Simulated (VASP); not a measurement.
Output of a VASP run:

### OUTCAR
```
 ion  position               nearest neighbor table
   1  0.000  0.000  0.000-   2 2.62   2 2.62   2 2.62   2 2.62
   2  0.250  0.250  0.250-   1 2.62   1 2.62   1 2.62   1 2.62
  LATTYP: Found a face centered cubic cell.
 ALAT       =     6.0600000000
 Subroutine PRICEL returns:
 Original cell was already a primitive cell.
 Subroutine GETGRP returns: Found 24 space group operations
The static configuration has the point symmetry T_d .
The dynamic configuration has the point symmetry T_d .
 Subroutine INISYM returns: Found 24 space group operations
 Subroutine IBZKPT returns following result:
 Found     20 irreducible k-points:

 Following reciprocal coordinates:
            Coordinates               Weight
  0.000000  0.000000  0.000000      1.000000
  0.142857  0.000000  0.000000      8.000000
  0.285714  0.000000  0.000000      8.000000
  0.428571  0.000000  0.000000      8.000000
  0.142857  0.142857  0.000000      6.000000
  0.285714  0.142857  0.000000     24.000000
  0.428571  0.142857  0.000000     24.000000
 -0.428571  0.142857  0.000000     24.000000
 -0.285714  0.142857  0.000000     24.000000
 -0.142857  0.142857  0.000000     12.000000
  0.285714  0.285714  0.000000      6.000000
  0.428571  0.285714  0.000000     24.000000
 -0.428571  0.285714  0.000000     24.000000
 -0.285714  0.285714  0.000000     12.000000
  0.428571  0.428571  0.000000      6.000000
 -0.428571  0.428571  0.000000     12.000000
  0.428571  0.285714  0.142857     24.000000
 -0.428571  0.285714  0.142857     48.000000
 -0.428571  0.428571  0.142857     24.000000
 -0.285714  0.428571  0.142857     24.000000
   k-points           NKPTS =     20   k-points in BZ     NKDIM =     20   number of bands    NBANDS=     13
   number of dos      NEDOS =    301   number of ions     NIONS =      2
   total plane-waves  NPLWV =  32768
   dimension x,y,z NGX =    32 NGY =   32 NGZ =   32
   dimension x,y,z NGXF=    64 NGYF=   64 NGZF=   64
   ions per type =               1   1
   PREC   = accura    normal or accurate (medium, high low for compatibility)
   ISTART =      0    job   : 0-new  1-cont  2-samecut
   ICHARG =      2    charge: 1-file 2-atom 10-const
   ISPIN  =      1    spin polarized calculation?
   LNONCOLLINEAR =      F non collinear calculations
   LSORBIT =      F    spin-orbit coupling
   INIWAV =      1    electr: 0-lowe 1-rand  2-diag
   ENCUT  =  520.0 eV  38.22 Ry    6.18 a.u.   7.97  7.97  7.97*2*pi/ulx,y,z
   NELM   =    100;   NELMIN=  2; NELMDL= -5     # of ELM steps
   EDIFF  = 0.1E-05   stopping-criterion for ELM
   LREAL  =      F    real-space projection
   NLSPLINE    = F    spline interpolate recip. space projectors
   LMAXMIX     =    4 max onsite mixed and CHGCAR
   VOSKOWN=      0    Vosko Wilk Nusair interpolation
   EDIFFG = -.1E-01   stopping-criterion for IOM
   NSW    =     60    number of steps for IOM
   NBLOCK =      1;   KBLOCK =     60    inner block; outer block
   IBRION =      2    ionic relax: 0-MD 1-quasi-New 2-CG
   NFREE  =      1    steps in history (QN), initial steepest desc. (CG)
   ISIF   =      3    stress and relaxation
   ISYM   =      2    0-nonsym 1-usesym 2-fastsym
   TEIN   =    0.0    initial temperature
   TEBEG  =    0.0;   TEEND  =   0.0 temperature during run
   SMASS  =  -3.00    Nose mass-parameter (am)
   PSTRESS=    0.0 pullay stress
   NELECT =      18.0000    total number of electrons
   EFERMI =   0.00;   METHOD = LEGACY
   ISMEAR =     0;   SIGMA  =   0.05  broadening in eV -4-tet -1-fermi 0-gaus
   IALGO  =     38    algorithm
   LDIAG  =      T    sub-space diagonalisation (order eigenvalues)
   IMIX   =      4    mixing-type and parameters
     AMIX     =   0.40;   BMIX     =  1.00
     AMIX_MAG =   1.60;   BMIX_MAG =  1.00
     AMIN     =   0.10
   GGA     = CX    functional components
   VOSKOWN =     0    Vosko Wilk Nusair interpolation
   LHFCALC =     F    Hartree Fock is set to
   LHFONE  =     F    Hartree Fock one center treatment
...
```

OSZICAR:
```
       N       E                     dE             d eps       ncg     rms          rms(c)
DAV:   1     0.121304069791E+03    0.12130E+03   -0.86246E+03   520   0.150E+03
DAV:   2     0.518547650062E+01   -0.11612E+03   -0.11264E+03   525   0.331E+02
DAV:   3    -0.323287790259E+01   -0.84184E+01   -0.83540E+01   695   0.927E+01
DAV:   4    -0.344990201142E+01   -0.21702E+00   -0.21674E+00   600   0.166E+01
DAV:   5    -0.345815628295E+01   -0.82543E-02   -0.82540E-02   769   0.285E+00    0.411E+00
DAV:   6    -0.320608000908E+01    0.25208E+00   -0.46024E-01   786   0.132E+01    0.230E+00
DAV:   7    -0.318127673553E+01    0.24803E-01   -0.12968E-01   722   0.374E+00    0.691E-01
DAV:   8    -0.318134676597E+01   -0.70030E-04   -0.12752E-02   608   0.162E+00    0.192E-01
DAV:   9    -0.318184692987E+01   -0.50016E-03   -0.11745E-03   605   0.414E-01    0.114E-01
DAV:  10    -0.318192486552E+01   -0.77936E-04   -0.14624E-04   767   0.170E-01    0.731E-02
DAV:  11    -0.318195866184E+01   -0.33796E-04   -0.11959E-04   550   0.130E-01    0.600E-02
DAV:  12    -0.318195985640E+01   -0.11946E-05   -0.11203E-05   550   0.282E-02    0.117E-02
DAV:  13    -0.318196012499E+01   -0.26859E-06   -0.19775E-06   624   0.100E-02
   1 F= -.31819601E+01 E0= -.31818477E+01  d E =-.318196E+01
       N       E                     dE             d eps       ncg     rms          rms(c)
DAV:   1    -0.341388571605E+01   -0.23193E+00   -0.60320E+00   665   0.552E+01    0.286E+00
DAV:   2    -0.322300880457E+01    0.19088E+00   -0.39251E-01   625   0.150E+01    0.111E+00
DAV:   3    -0.318830575248E+01    0.34703E-01   -0.11646E-01   680   0.755E+00    0.483E-01
DAV:   4    -0.318805704499E+01    0.24871E-03   -0.47257E-03   560   0.774E-01    0.325E-01
DAV:   5    -0.318754064224E+01    0.51640E-03   -0.41310E-04   703   0.212E-01    0.165E-01
DAV:   6    -0.318747043502E+01    0.70207E-04   -0.19556E-04   730   0.160E-01    0.214E-02
DAV:   7    -0.318746949597E+01    0.93905E-06   -0.17768E-05   656   0.767E-02    0.872E-03
DAV:   8    -0.318747001627E+01   -0.52030E-06   -0.41787E-06   575   0.378E-02
   2 F= -.31874700E+01 E0= -.31873576E+01  d E =-.550989E-02
       N       E                     dE             d eps       ncg     rms          rms(c)
DAV:   1    -0.321051881873E+01   -0.23049E-01   -0.54609E-01   660   0.156E+01    0.934E-01
DAV:   2    -0.319182606678E+01    0.18693E-01   -0.40971E-02   625   0.514E+00    0.331E-01
DAV:   3    -0.318878584465E+01    0.30402E-02   -0.95259E-03   690   0.219E+00    0.171E-01
DAV:   4    -0.318875818856E+01    0.27656E-04   -0.38113E-04   535   0.203E-01    0.114E-01
DAV:   5    -0.318872396008E+01    0.34228E-04   -0.43602E-05   643   0.715E-02    0.454E-02
DAV:   6    -0.318872608256E+01   -0.21225E-05   -0.16853E-05   777   0.506E-02    0.970E-03
DAV:   7    -0.318872472717E+01    0.13554E-05   -0.17922E-06   412   0.252E-02    0.195E-03
DAV:   8    -0.318872471537E+01    0.11802E-07   -0.53799E-07   275   0.158E-02
   3 F= -.31887247E+01 E0= -.31886123E+01  d E =-.676459E-02
```

**OUTCAR**
```
------------------------ aborting loop because EDIFF is reached ----------------------------------------
  FORCE on cell =-STRESS in cart. coord.  units (eV):
  Direction    XX          YY          ZZ          XY          YZ          ZX
  --------------------------------------------------------------------------------------
  Total        0.0048861      0.0048861      0.0048861      0.0000000      0.0000000     -0.0000000
  in kB        0.1370759      0.1370759      0.1370759      0.0000000      0.0000000     -0.0000000
  external PRESSURE =       0.1370759 kB  Pullay stress =       0.0000000 kB
  volume of cell :       57.11
      direct lattice vectors                 reciprocal lattice vectors
     0.000000000  3.056527276  3.056527276    -0.163584341  0.163584341  0.163584341
     3.056527276  0.000000000  3.056527276     0.163584341 -0.163584341  0.163584341
     3.056527276  3.056527276  0.000000000     0.163584341  0.163584341 -0.163584341
  FREE ENERGIE OF THE ION-ELECTRON SYSTEM (eV)
  ---------------------------------------------------
  free  energy   TOTEN  =        -3.1887247154 eV

  energy  without entropy=       -3.1884998432  energy(sigma->0) =       -3.18861228

 reached required accuracy - stopping structural energy minimisation
```
(Selected blocks of OUTCAR.)

### POSCAR
```
InAs
1
    0.0000000000     3.0300000000     3.0300000000
    3.0300000000     0.0000000000     3.0300000000
    3.0300000000     3.0300000000     0.0000000000
In As
1 1
Direct
  0.0000000000   0.0000000000   0.0000000000
  0.2500000000   0.2500000000   0.2500000000
```

Task: Reconstruct the remaining input files.

Result: One answer among several that fit: the input of the run itself, vdW-DF-cx, plane waves, VASP's PBE PAW potentials (set 64).

INCAR:
```
! general
SYSTEM    =  InAs
PREC      =  Accurate
ENCUT     =  520   ! plane-wave cut-off (eV)
LREAL     =  .False.
LASPH     =  .True.

! electronic loop
EDIFF     =  1E-6   ! SCF stop (eV)
NELM      =  100   ! most electronic steps
ALGO      =  Normal   ! blocked Davidson
LMAXMIX   =  4   ! l cut-off of mixed one-centre charges

! smearing
ISMEAR    =  0   ! Gaussian
SIGMA     =  0.05

! functional
GGA       =  CX
LUSE_VDW  =  .True.
AGGAC     =  0.0

! ions
IBRION    =  2
NSW       =  60   ! most ionic steps
ISIF      =  3
EDIFFG    =  -0.01   ! ionic stop

! output
LWAVE     =  .False.
LCHARG    =  .False.
```

**KPOINTS**
```
Automatic mesh
0
Gamma
7 7 7
0 0 0
```

POTCAR, in this order: In_d As (PBE.64 set). Program: vasp_std.

Energy and stress use the plane-wave basis of the starting cell.

The compound is InAs in the zinc blende structure. This run relaxes it. Symmetry was kept, so distortions that lower it aren't found.
